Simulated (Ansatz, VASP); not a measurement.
# Y in two plane-wave programs, part 2 of 2

Aim: how closely do two programs agree when they are given the same cell, functional and k mesh? The cell is taken from a series of runs on this material, whose earlier steps may have relaxed, scaled, displaced or heated it; both programs get it as it stands.

VASP 6.6.1 and Ansatz 0.2.0.

So far: Set-up; Ansatz: zone-centre phonons, LDA, pair 1; VASP: zone-centre phonons, LDA, pair 1; Side by side.

### 5. VASP: zone-centre phonons, LDA, pair 2

Level of this step: LDA; plane waves and PAW (Y_sv) (VASP).

Second derivatives magnify differences that forces hide, and they need a tight electronic threshold. The cell compared in this pair holds 62.22 Å³, against 61.03 Å³ for the pair before.

File INCAR:

```
SYSTEM = Y
PREC = Accurate
ENCUT = 500
EDIFF = 1E-08
NELM = 120
ISMEAR = 1
SIGMA = 0.2
LREAL = .FALSE.
ALGO = Normal
GGA = CA
NBANDS = 17
LASPH = .TRUE.
LORBIT = 11
LWAVE = .FALSE.
LCHARG = .FALSE.
ISIF = 2
IBRION = 8
GGA_COMPAT = .FALSE.
KPAR = 2
```

File POSCAR:

```
Y
1.0
    3.5918590756      0.0000000000      0.0000000000
   -1.7959295378      3.1106412063      0.0000000000
    0.0000000000      0.0000000000      5.5690065543
Y
2
Direct
    0.3333333333      0.6666666667      0.2500000000
    0.6666666667      0.3333333333      0.7500000000
```

File KPOINTS:

```
Automatic mesh
0
Gamma
15 15 8
0 0 0
```

PAW data sets: Y_sv (LDA family, release 64).

Launch:

```
$ mpirun -np 2 vasp_std
```

Numbers of over 12 decimals in the logs are rounded to 6 here.

The program printed:

```text
[... set-up lines as in an earlier step ...]
 entering main loop
       N       E                     dE             d eps       ncg     rms          rms(c)
DAV:   1     0.868129859836E+02    0.86813E+02   -0.11163E+04  4598   0.120E+03
DAV:   2    -0.722825133415E+01   -0.94041E+02   -0.92717E+02  5841   0.264E+02
DAV:   3    -0.141084995052E+02   -0.68802E+01   -0.68299E+01  8090   0.436E+01
DAV:   4    -0.142805793759E+02   -0.17208E+00   -0.17187E+00  5596   0.701E+00
[...]
DAV:  12    -0.138789057712E+02    0.19386E-05   -0.73666E-06  5428   0.206E-02    0.168E-02
DAV:  13    -0.138789055174E+02    0.25380E-06   -0.83471E-07  5590   0.807E-03    0.502E-04
DAV:  14    -0.138789055234E+02   -0.59445E-08   -0.37621E-08  5682   0.869E-04
   1 F= -.13878906E+02 E0= -.13878301E+02  d E =-.181288E-02
 Linear response reoptimize wavefunctions to high precision
DAV:   1    -0.138789055246E+02   -0.12101E-08   -0.22878E-09  4796   0.319E-04
DAV:   2    -0.138789055246E+02   -0.30013E-10   -0.14868E-10  3339   0.721E-05
 Linear response DOF=           2
 Linear response progress:
[...]
RMM:  17    -0.252430630074E+00   -0.65224E-06   -0.38666E-06 44337   0.144E-03    0.258E-03
RMM:  18    -0.252430455611E+00    0.17446E-06   -0.26884E-06 47227   0.131E-03    0.251E-03
RMM:  19    -0.252430403772E+00    0.51839E-07   -0.23806E-06 47218   0.120E-03    0.246E-03
 first order change of Fermi-energy   0.33254E-04
 force on displaced ion       1 direction 1 :  -1.317   0.001   0.000
 Linear response progress:
  Degree of freedom:   2/  2
       N       E                     dE             d eps       ncg     rms          rms(c)
RMM:   1    -0.304557835754E+00   -0.30456E+00    0.42027E+00  7651   0.107E+01
RMM:   2    -0.295920904960E+00    0.86369E-02   -0.19900E-01 11413   0.195E+00    0.341E-01
RMM:   3    -0.298383550742E+00   -0.24626E-02   -0.13891E-02 12603   0.572E-01    0.165E-01
RMM:   4    -0.299123942470E+00   -0.74039E-03   -0.21230E-03 14682   0.221E-01    0.332E-02
[...]
RMM:  15    -0.298757635152E+00    0.36087E-06   -0.22032E-06 16079   0.119E-03    0.218E-04
RMM:  16    -0.298757550394E+00    0.84758E-07   -0.15710E-06 15980   0.109E-03    0.220E-04
RMM:  17    -0.298757633136E+00   -0.82742E-07   -0.83723E-07 15977   0.101E-03    0.256E-04
 first order change of Fermi-energy   0.41615E-04
 force on displaced ion       1 direction 3 :  -0.000   0.000  -3.519
 Linear response finished
```

OUTCAR, selected parts (step 5):

```text
  Total       -0.6947980     -0.6947980     -0.6886790      0.0000000      0.0000000      0.0000000
  in kB      -17.8904893    -17.8904893    -17.7329284      0.0000000      0.0000000      0.0000000
  external PRESSURE =     -17.8379690 kB  Pullay stress =       0.0000000 kB

 POSITION                                       TOTAL-FORCE (eV/Angst)
 -----------------------------------------------------------------------------------
     -0.00000      2.07376      1.39225        -0.000000     -0.000000      0.000000
      1.79593      1.03688      4.17675         0.000000      0.000000      0.000000
 -----------------------------------------------------------------------------------
    total drift:                               -0.000000      0.000000     -0.000000

[... 1 part as in an earlier step ...]

[... 1 further part left out ...]
```

### 6. Ansatz: zone-centre phonons, LDA, pair 2

The same cell, functional (in two slightly different forms), mesh and smearing now go to Ansatz, which takes its cutoff from its data sets.

The cell is taken from a series of runs on this material, whose earlier steps may have relaxed, scaled, displaced or heated it; both programs get it as it stands.

File input.yaml:

```yaml
crystal:
  lattice:
    - [3.5918590756, 0.0, 0.0]
    - [-1.7959295378, 3.1106412063, 0.0]
    - [0.0, 0.0, 5.5690065543]
  atoms:
    - { symbol: "Y", position: [0.3333333333, 0.6666666667, 0.25] }
    - { symbol: "Y", position: [0.6666666667, 0.3333333333, 0.75] }
kpoints:
  mp_grid: { grid: [15, 15, 8] }
hamiltonian:
  xc: lda
  pseudopotentials: { kind: paw, azcp: { folder: soft_1 }, xc_functional: pbe }
scf:
  occupations: { method: methfessel_paxton, width: 0.2 }
output:
  eigenvalues: true
phonons:
  method: dfpt
```

Launch:

```
$ ansatz run input.yaml --threads 4 --pin off --max-ram 10240MiB --backend cpu --events-out ev --progress --plain --runs-dir out
```

The program printed:

```text
[...]
Crystal: 2 atoms, lattice volume = 62.222 Å³
Basis set: ecut = 420 eV, 1207 PW (Γ), exchange–correlation on 50×50×80 points (8 copies of the dense FFT grid, shifted against one another)
Bands: 15, of which v1, the nominal top of the filled ones, is band 11 counted from 1 (10 counted from 0)
Symmetry: 24 space group operations
k-points: 320 of 1800 (irreducible under 4 space group operations, time reversal used)
[...]
k-point 1: bands = [... 7 lower, -12.3663, 5.1326, 7.7598, 10.8197, 11.4005, 11.4005, 11.7943, 12.0373]
  k-point 2: bands = [... 7 lower, -12.4041, 5.4533, 7.5522, 10.5902, 11.2998, 11.2998, 11.5030, 11.8038]
  k-point 319: bands = [... 7 lower, -12.4742, 8.3750, 8.3750, 9.9035, 9.9035, 10.5152, 10.5152, 12.3134]
[...]
ASR residual: 3.295e-5 → 0.000e0 eV/Å²; symmetrization residual: 1.374e-13 eV/Å²
  ASR residual per site (eV/Å²): 3.29e-5 3.29e-5
  Γ frequencies (cm⁻¹): 0.00 0.00 0.00 88.70 88.70 147.34
[...]
[key lines of the parts left out:]
SCF converged after 8 iterations
Free energy (F): -7491.138901 eV
Fermi energy:    9.746883 eV
```

### 7. Side by side

Compared:

```csv
quantity,Ansatz,VASP,difference
optical mode 1 to 2 (cm⁻¹),88.7,89.8,-1.19 %
optical mode 3 (cm⁻¹),147.3,146.7,+0.43 %
```

Modes are paired by rising frequency, not by their patterns, so a pair may set unlike modes beside each other; they are those without the splitting of longitudinal modes.

### 8. Results

| Item | Value |
| --- | --- |
| r.m.s. difference of the optical zone-centre modes, each program's sorted by frequency (zone-centre phonons, LDA, pair 1) | 0.46 cm⁻¹ |
| difference in optical mode 3 (zone-centre phonons, LDA, pair 1) | +0.5 % |
| r.m.s. difference of the optical zone-centre modes, each program's sorted by frequency (zone-centre phonons, LDA, pair 2) | 0.94 cm⁻¹ |
| difference in optical mode 1 to 2 (zone-centre phonons, LDA, pair 2) | -1.2 % |

What this shows: The r.m.s. difference of the optical zone-centre modes, each program's sorted by frequency is 0.46 cm⁻¹ (zone-centre phonons, LDA, pair 1). Among the rows given in per cent, the largest difference of the zone-centre phonons, LDA, pair 1 pair is in optical mode 3, +0.5 %. Among the rows given in per cent, the largest difference of the zone-centre phonons, LDA, pair 2 pair is in optical mode 1 to 2, -1.2 %. How closely two codes agree says nothing of how well the functional describes the real material.

[Lines on the potential files, build, host, timing and source positions are cut from VASP's logs without a mark.]

[Logs are printed without paths, hosts, clocks, repeated set-up lines and the standing remarks that a program may print on its own settings, such as how far it seeks lower states.]

[Hosts, paths, dates, database ids (printed as entryN), source tags and the programs' standing remarks are cut or masked in the printed files.]
